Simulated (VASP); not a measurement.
Input:

```
CsI
1.0
    4.57711     0.00000     0.00000
    0.00000     4.57711     0.00000
    0.00000     0.00000     4.57711
Cs I
1 1
Cartesian
  0.00000   0.00000   0.00000
  2.28855   2.28855   2.28855
```

The numbers are results of AM05 GGA, VASP's PBE PAW potentials (set 64) (plane waves; VASP), not measurements. Settings: 520 eV cut-off, 6×6×6 Γ-centred mesh, Gaussian smearing of 0.050 eV, potentials Cs_sv I.

Q: The job: CsI (CsCl type), 2 atoms, AM05, static run, 520 eV, 6×6×6 Γ-centred mesh. Roughly how much core time does it take on a busy server core?

A: About 40 core-seconds (one run on a shared machine, a rough figure). It had 20 irreducible k-points, 12 bands, up to 2601 plane waves and 13 electronic steps.

The compound is CsI in the CsCl type structure. This cell is one point of a volume scan, at 0.97 of the reference volume.
